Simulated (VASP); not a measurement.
# Ba2Tl5V3O12 (P-3m1) in VASP: a series of runs, part 2 of 3

VASP 6.6.1. The steps go on from the part before.

### 3 Band structure, PBE, collinear spin, ferromagnetic start

This run uses another cell than the first one, of 18.12 Å³/atom, 1.051 times its volume.

Contents of POSCAR:

```
Ba2Tl5V3O12
1.0
    8.1542100000      0.0000000000      0.0000000000
   -4.0771100000      7.0617600000      0.0000000000
    0.0000000000      0.0000000000      6.9212800000
Ba V Tl O
2 3 5 12
Direct
    0.0000000000      0.0000000000      0.2355200000
    0.0000000000      0.0000000000      0.7644800000
    0.5000000000      0.0000000000      0.0000000000
    0.0000000000      0.5000000000      0.0000000000
    0.5000000000      0.5000000000      0.0000000000
    0.5000000000      0.0000000000      0.5000000000
    0.0000000000      0.5000000000      0.5000000000
    0.5000000000      0.5000000000      0.5000000000
    0.3333300000      0.6666700000      0.2248900000
    0.6666700000      0.3333300000      0.7751100000
    0.3389000000      0.3433400000      0.8144400000
    0.6566600000      0.9955600000      0.8144400000
    0.0044400000      0.6611000000      0.8144400000
    0.3433400000      0.3389000000      0.1855600000
    0.9955600000      0.6566600000      0.1855600000
    0.6611000000      0.0044400000      0.1855600000
    0.6611000000      0.6566600000      0.1855600000
    0.3433400000      0.0044400000      0.1855600000
    0.9955600000      0.3389000000      0.1855600000
    0.6566600000      0.6611000000      0.8144400000
    0.0044400000      0.3433400000      0.8144400000
    0.3389000000      0.9955600000      0.8144400000
```

Contents of INCAR.step1:

```
  PREC = Accurate
  ENCUT = 520
  EDIFF = 1E-6
  ISMEAR = -1
  SIGMA = 0.05
  LREAL = F
  LASPH = T
  NELM = 120
  ALGO = Normal
  ISIF = 2
  LWAVE = F
  LCHARG = T
  ISPIN = 2
  MAGMOM = 0 0 2 2 2 0 0 0 0 0 0 0 0 0 0 0 0 0 0 0 0 0
  LORBIT = 11
  LMAXMIX = 4
  GGA = PE
  KPAR = 4
```

Contents of KPOINTS.step1:

```
Automatic mesh
0
Gamma
  4 4 4
```

Contents of INCAR.step2:

```
  PREC = Accurate
  ENCUT = 520
  EDIFF = 1E-6
  ISMEAR = 0
  SIGMA = 0.05
  LREAL = F
  LASPH = T
  NELM = 120
  ALGO = Normal
  ISIF = 2
  LWAVE = F
  LCHARG = F
  ISPIN = 2
  MAGMOM = 0 0 2 2 2 0 0 0 0 0 0 0 0 0 0 0 0 0 0 0 0 0
  LORBIT = 11
  LMAXMIX = 4
  GGA = PE
  KPAR = 4
  ICHARG = 11
```

Contents of KPOINTS.step2:

```
path GMKGALHA,LM,KH
15
line-mode
reciprocal
 0.0000000000  0.0000000000  0.0000000000  G
 0.5000000000  0.0000000000  0.0000000000  M

 0.5000000000  0.0000000000  0.0000000000  M
 0.3333333333  0.3333333333  0.0000000000  K

 0.3333333333  0.3333333333  0.0000000000  K
 0.0000000000  0.0000000000  0.0000000000  G

 0.0000000000  0.0000000000  0.0000000000  G
 0.0000000000  0.0000000000  0.5000000000  A

 0.0000000000  0.0000000000  0.5000000000  A
 0.5000000000  0.0000000000  0.5000000000  L

 0.5000000000  0.0000000000  0.5000000000  L
 0.3333333333  0.3333333333  0.5000000000  H

 0.3333333333  0.3333333333  0.5000000000  H
 0.0000000000  0.0000000000  0.5000000000  A

 0.5000000000  0.0000000000  0.5000000000  L
 0.5000000000  0.0000000000  0.0000000000  M

 0.3333333333  0.3333333333  0.0000000000  K
 0.3333333333  0.3333333333  0.5000000000  H
```

Potentials or basis: VASP PAW PBE potentials, release 64 (Ba_sv, V_sv, Tl_d, O).

Started as:

```sh
cat potpaw_PBE.64/Ba_sv/POTCAR potpaw_PBE.64/V_sv/POTCAR potpaw_PBE.64/Tl_d/POTCAR potpaw_PBE.64/O/POTCAR > POTCAR
cp INCAR.step1 INCAR
cp KPOINTS.step1 KPOINTS
mpirun -np 4 vasp_std > vasp.out
cp INCAR.step2 INCAR
cp KPOINTS.step2 KPOINTS
mpirun -np 4 vasp_std > vasp.out
```

It took 44 min on 4 MPI ranks of Intel Xeon 6975P-C (Granite Rapids), shared host; peak memory 6.7 GiB.

The run converged. Its results:

```yaml
Band_gap_along_the_path: none (metal or under the smearing width)
Net_moment: 0.00 μB per cell
```

Caveat: the log is that of the step along the path at fixed density, whose energy, stress, charges and moments have no meaning; spin-orbit coupling is left out, which moves the levels of the heavy elements; semilocal functionals often make such compounds metallic where correlation or magnetic order opens a gap, which also shifts bond lengths.

### 4 Density of states, PBE, collinear spin, ferromagnetic start

This run uses another cell than the first one, of 18.12 Å³/atom, 1.051 times its volume.

POSCAR is that of step 3.

Contents of INCAR.step1:

```
  PREC = Accurate
  ENCUT = 520
  EDIFF = 1E-6
  ISMEAR = -1
  SIGMA = 0.05
  LREAL = False
  LASPH = True
  NELM = 120
  ALGO = Normal
  ISIF = 2
  LWAVE = False
  LCHARG = True
  ISPIN = 2
  MAGMOM = 0 0 2 2 2 0 0 0 0 0 0 0 0 0 0 0 0 0 0 0 0 0
  LMAXMIX = 4
  GGA = PE
  NBANDS = 119
  KPAR = 4
```

KPOINTS.step1 is that of step 3.

Contents of INCAR.step2:

```
  PREC = Accurate
  ENCUT = 520
  EDIFF = 1E-6
  ISMEAR = -5
  SIGMA = 0.05
  LREAL = False
  LASPH = True
  NELM = 120
  ALGO = Normal
  ISIF = 2
  LWAVE = False
  LCHARG = False
  ISPIN = 2
  MAGMOM = 0 0 2 2 2 0 0 0 0 0 0 0 0 0 0 0 0 0 0 0 0 0
  LORBIT = 10
  LMAXMIX = 4
  GGA = PE
  NBANDS = 119
  KPAR = 4
  NEDOS = 2001
  ICHARG = 11
```

Contents of KPOINTS.step2:

```
Automatic mesh
0
Gamma
  6 6 6
```

Potentials or basis: VASP PAW PBE potentials, release 64 (Ba_sv, V_sv, Tl_d, O).

Started as:

```sh
cat potpaw_PBE.64/Ba_sv/POTCAR potpaw_PBE.64/V_sv/POTCAR potpaw_PBE.64/Tl_d/POTCAR potpaw_PBE.64/O/POTCAR > POTCAR
cp INCAR.step1 INCAR
cp KPOINTS.step1 KPOINTS
mpirun -np 4 vasp_std > vasp.out
cp INCAR.step2 INCAR
cp KPOINTS.step2 KPOINTS
mpirun -np 4 vasp_std > vasp.out
```

OUTCAR:

```text
PREC = Accurate
   ENCUT = 520
   EDIFF = 1E-6
   ISMEAR = -5
   LREAL = False
   LASPH = True
   NELM = 120
   ISIF = 2
   ISPIN = 2
   LORBIT = 10
   GGA = PE
   ICHARG = 11

 ion  position               nearest neighbor table
   1  0.000  0.000  0.236-  18 2.80  16 2.80  14 2.80  17 2.80  19 2.80  15 2.80   2 3.26   2 3.66

   2  0.000  0.000  0.764-  12 2.80  22 2.80  20 2.80  11 2.80  13 2.80  21 2.80   1 3.26   1 3.66

   3  0.500  0.000  0.000-  16 1.82  22 1.82  18 1.82  12 1.82   9 2.82  10 2.82   6 3.46   6 3.46
[... 13 lines left out ...]
  10  0.667  0.333  0.775-  21 2.73  12 2.73  13 2.73  22 2.73  11 2.73  20 2.73   4 2.82   3 2.82
                             5 2.82   7 3.03   6 3.03   8 3.03
  11  0.339  0.343  0.814-   5 1.82   8 2.53  10 2.73   2 2.80
  12  0.657  0.996  0.814-   3 1.82   6 2.53  10 2.73   2 2.80
  13  0.004  0.661  0.814-   4 1.82   7 2.53  10 2.73   2 2.80
  14  0.343  0.339  0.186-   5 1.82   8 2.53   9 2.73   1 2.80
  15  0.996  0.657  0.186-   4 1.82   7 2.53   9 2.73   1 2.80
  16  0.661  0.004  0.186-   3 1.82   6 2.53   9 2.73   1 2.80
  17  0.661  0.657  0.186-   5 1.82   8 2.53   9 2.73   1 2.80
  18  0.343  0.004  0.186-   3 1.82   6 2.53   9 2.73   1 2.80
  19  0.996  0.339  0.186-   4 1.82   7 2.53   9 2.73   1 2.80
  20  0.657  0.661  0.814-   5 1.82   8 2.53  10 2.73   2 2.80
  21  0.004  0.343  0.814-   4 1.82   7 2.53  10 2.73   2 2.80
  22  0.339  0.996  0.814-   3 1.82   6 2.53  10 2.73   2 2.80

  LATTYP: Found a hexagonal cell.
 ALAT       =     8.1542100000
 C/A-ratio  =     0.8487983508

  Lattice vectors:

 A1 = (   8.1542100000,   0.0000000000,   0.0000000000)
 A2 = (  -4.0771100000,   7.0617600000,   0.0000000000)
 A3 = (   0.0000000000,   0.0000000000,   6.9212800000)

Analysis of symmetry for initial positions (statically):
=====================================================================
 Subroutine PRICEL returns:
 Original cell was already a primitive cell.

 Routine SETGRP: Setting up the symmetry group for a
 hexagonal supercell.

 Subroutine GETGRP returns: Found  4 space group operations
 (whereof  4 operations were pure point group operations)
 out of a pool of 24 trial point group operations.

The static configuration has the point symmetry C_2h.

Analysis of symmetry for dynamics (positions and initial velocities):
=====================================================================
 Subroutine PRICEL returns:
 Original cell was already a primitive cell.

 Routine SETGRP: Setting up the symmetry group for a
 hexagonal supercell.

 Subroutine GETGRP returns: Found  4 space group operations
 (whereof  4 operations were pure point group operations)
 out of a pool of 24 trial point group operations.

The dynamic configuration has the point symmetry C_2h.

Analysis of structural, dynamic, and magnetic symmetry:
=====================================================================
 Subroutine PRICEL returns:
 Original cell was already a primitive cell.

 Routine SETGRP: Setting up the symmetry group for a
 hexagonal supercell.

 Subroutine GETGRP returns: Found  4 space group operations
 (whereof  4 operations were pure point group operations)
 out of a pool of 24 trial point group operations.

The overall configuration has the point symmetry C_2h.

 Subroutine INISYM returns: Found  4 space group operations
 (whereof  4 operations are pure point group operations),
 and found     1 'primitive' translations

----------------------------------------------------------------------------------------
[... 126 lines left out ...]
   PREC   = accura    normal or accurate (medium, high low for compatibility)
   ISTART =      0    job   : 0-new  1-cont  2-samecut
   ICHARG =     11    charge: 1-file 2-atom 10-const
   ISPIN  =      2    spin polarized calculation?
   LNONCOLLINEAR =      F non collinear calculations
   LSORBIT =      F    spin-orbit coupling
   LASPH  =      T    aspherical Exc in radial PAW
   ENCUT  =  520.0 eV  38.22 Ry    6.18 a.u.  15.16 15.16 12.87*2*pi/ulx,y,z
   NELM   =    120;   NELMIN=  2; NELMDL=  0     # of ELM steps
   EDIFF  = 0.1E-05   stopping-criterion for ELM
   LREAL  =      F    real-space projection
   EDIFFG = 0.1E-04   stopping-criterion for IOM
   NSW    =      0    number of steps for IOM
   IBRION =     -1    ionic relax: 0-MD 1-quasi-New 2-CG
   NFREE  =      0    steps in history (QN), initial steepest desc. (CG)
   ISIF   =      2    stress and relaxation
   ISYM   =      2    0-nonsym 1-usesym 2-fastsym
   POTIM  = 0.5000    time-step for ionic-motion
   TEBEG  =    0.0;   TEEND  =   0.0 temperature during run
   PSTRESS=    0.0 pullay stress
   NELECT =     196.0000    total number of electrons
   NUPDOWN=      -1.0000    fix difference up-down
   EMIN   =  10.00;   EMAX   =-10.00  energy-range for DOS
   EFERMI =   0.00;   METHOD = LEGACY
   ISMEAR =    -5;   SIGMA  =   0.05  broadening in eV -4-tet -1-fermi 0-gaus
   EFERMI_NEDOS =   21; number of points for ismear=-14 and -15
   IALGO  =     38    algorithm
   IMIX   =      4    mixing-type and parameters
     AMIX     =   0.40;   BMIX     =  1.00
     AMIX_MAG =   1.60;   BMIX_MAG =  1.00
  volume/ion in A,a.u.               =      18.12       122.25
  Fermi-wavevector in a.u.,A,eV,Ry     =   1.292210  2.441923 22.719099  1.669807
  Thomas-Fermi vector in A             =   2.423932
   LORBIT       =     10    0 simple, 1 ext, 2 COOP (PROOUT), +10 PAW based schemes
   GGA     = PE    functional components
   LHFCALC =     F    Hartree Fock is set to
   AEXX    =    0.0000 exact exchange contribution
   IVDW    =     0    specifies the selected vdW correction
   LEPSILON=     F    determine dielectric tensor
   LRPA    =     F    only Hartree local field effects (RPA)
 spin polarized calculation
 Fermi weights with tetrahedron method with Bloechl corrections
  energy-cutoff  :      520.00
  volume of cell :      398.55
 maximum number of plane-waves:     10797
 NGX is ok and might be reduce to    64

 number of electron     196.0000014 magnetization       0.0000475

 Free energy of the ion-electron system (eV)
  ---------------------------------------------------
  ext. energy  EPLUGINS =         0.00000000
  ---------------------------------------------------
  free energy    TOTEN  =      -127.79006977 eV

  energy without entropy =     -127.79006977  energy(sigma->0) =     -127.79006977

 E-fermi :   3.4764     XC(G=0):  -9.6575

 val. band max:        3.5724026976   @ k =   0.3333   0.3333   0.0000
 cond. band min:       3.5724291281   @ k =   0.3333   0.3333   0.0000
 fundamental gap:      0.0000264305
 Fermi energy:         3.4763658752

 spin component 1

 k-point     1 :       0.0000    0.0000    0.0000
  band No.  band energies     occupation
      1     -61.3374      1.00000
      2     -61.3372      1.00000
      3     -61.3372      1.00000
      4     -35.2716      1.00000
      5     -35.2679      1.00000
      6     -35.2679      1.00000
[... 2701 lines left out ...]
    109       5.5427      0.00000
    110       5.6342      0.00000

 [... further k-points ...]

 spin component 2

 k-point     1 :       0.0000    0.0000    0.0000
  band No.  band energies     occupation
      1     -61.3374      1.00000
      2     -61.3372      1.00000
      3     -61.3372      1.00000
      4     -35.2716      1.00000
      5     -35.2679      1.00000
      6     -35.2679      1.00000
[... 2701 lines left out ...]
    109       5.5427      0.00000
    110       5.6342      0.00000

 [... further k-points ...]

 [bands above 110 left out]

------------------------ aborting loop because EDIFF is reached ----------------------------------------

  FORCE on cell =-STRESS in cart. coord.  units (eV):
  Direction    XX          YY          ZZ          XY          YZ          ZX
  --------------------------------------------------------------------------------------
  -------------------------------------------------------------------------------------
  Total       -0.4103978     -0.4151648      1.1298556     -0.0041274     -0.0236932      0.0410377
  in kB       -1.6498114     -1.6689750      4.5420537     -0.0165921     -0.0952475      0.1649730
  external PRESSURE =       0.4077558 kB  Pullay stress =       0.0000000 kB

 VOLUME and BASIS-vectors are now :
 -----------------------------------------------------------------------------
  energy-cutoff  :      520.00
  volume of cell :      398.55
      direct lattice vectors                 reciprocal lattice vectors
     8.154210000  0.000000000  0.000000000     0.122636037  0.070803966  0.000000000
    -4.077110000  7.061760000  0.000000000     0.000000000  0.141607758  0.000000000
     0.000000000  0.000000000  6.921280000     0.000000000  0.000000000  0.144481946

 POSITION                                       TOTAL-FORCE (eV/Angst)
 -----------------------------------------------------------------------------------
      0.00000      0.00000      1.63010         0.000408     -0.000236      0.119823
      0.00000      0.00000      5.29118        -0.000408      0.000236     -0.119823
      4.07711      0.00000      0.00000         0.000000      0.000000     -0.000000
     -2.03856      3.53088      0.00000        -0.000000      0.000000     -0.000000
      2.03855      3.53088      0.00000        -0.000000      0.000000     -0.000000
      4.07711      0.00000      3.46064         0.000000      0.000000     -0.000000
     -2.03856      3.53088      3.46064        -0.000000      0.000000     -0.000000
      2.03855      3.53088      3.46064         0.000000      0.000000     -0.000000
     -0.00004      4.70786      1.55653        -0.002034      0.001175     -0.009027
      4.07714      2.35390      5.36475         0.002034     -0.001175      0.009027
      1.36363      2.42458      5.63697        -0.006767     -0.018293     -0.063239
      1.29554      7.03041      5.63697         0.019649      0.000304     -0.062259
     -2.65917      4.66853      5.63697        -0.010764      0.016824     -0.063394
      1.41793      2.39323
```

Run time: 27 min. Hardware: 4 MPI ranks of Intel Xeon 6975P-C (Granite Rapids), shared host; peak memory 3.6 GiB.

Results:

```
Net moment                                            : 0.00 μB per cell
Valence electrons inside the program's atomic spheres : Ba 7.85; V 11.68; Tl 11.12, 11.26; O 4.93
```

States per cell in windows of 1 eV (zero at the Fermi level; states under -8 eV left out):
| from (eV) | up | down | V3_d_up | V4_d_up | V3_d_down | V4_d_down | V5_d_up | V5_d_down |
| --- | --- | --- | --- | --- | --- | --- | --- | --- |
| -8.0 | 0.75 | 0.75 | 0.01 | 0.01 | 0.01 | 0.01 | 0.01 | 0.01 |
| -7.0 | 1.33 | 1.33 | 0.01 | 0.01 | 0.01 | 0.01 | 0.01 | 0.01 |
| -6.0 | 2.93 | 2.93 | 0.05 | 0.05 | 0.05 | 0.05 | 0.05 | 0.05 |
| -5.0 | 3.19 | 3.19 | 0.23 | 0.23 | 0.23 | 0.23 | 0.23 | 0.23 |
| -4.0 | 8.65 | 8.65 | 0.48 | 0.48 | 0.48 | 0.48 | 0.48 | 0.48 |
| -3.0 | 8.73 | 8.73 | 0.24 | 0.24 | 0.24 | 0.24 | 0.24 | 0.24 |
| -2.0 | 9.53 | 9.53 | 0.22 | 0.22 | 0.22 | 0.22 | 0.22 | 0.22 |
| -1.0 | 6.60 | 6.60 | 0.16 | 0.16 | 0.16 | 0.16 | 0.16 | 0.16 |
| 0.0 | 3.11 | 3.11 | 0.32 | 0.32 | 0.32 | 0.32 | 0.32 | 0.32 |
| 1.0 | 5.83 | 5.83 | 1.06 | 1.06 | 1.06 | 1.06 | 1.05 | 1.05 |
| 2.0 | 7.34 | 7.34 | 1.07 | 1.07 | 1.07 | 1.07 | 1.07 | 1.07 |
| 3.0 | 2.89 | 2.90 | 0.10 | 0.10 | 0.10 | 0.10 | 0.10 | 0.10 |
| 4.0 | 2.17 | 2.17 | 0.06 | 0.06 | 0.06 | 0.06 | 0.06 | 0.06 |
| 5.0 | 0.00 | 0.00 | 0.00 | 0.00 | 0.00 | 0.00 | 0.00 | 0.00 |
| 6.0 | 0.00 | 0.00 | 0.00 | 0.00 | 0.00 | 0.00 | 0.00 | 0.00 |
| 7.0 | 0.00 | 0.00 | 0.00 | 0.00 | 0.00 | 0.00 | 0.00 | 0.00 |

Caveat: semilocal functionals often make such compounds metallic where correlation or magnetic order opens a gap, which also shifts bond lengths; tetrahedron occupations give inexact forces and stress in metals.

[end of part 2 of 3]
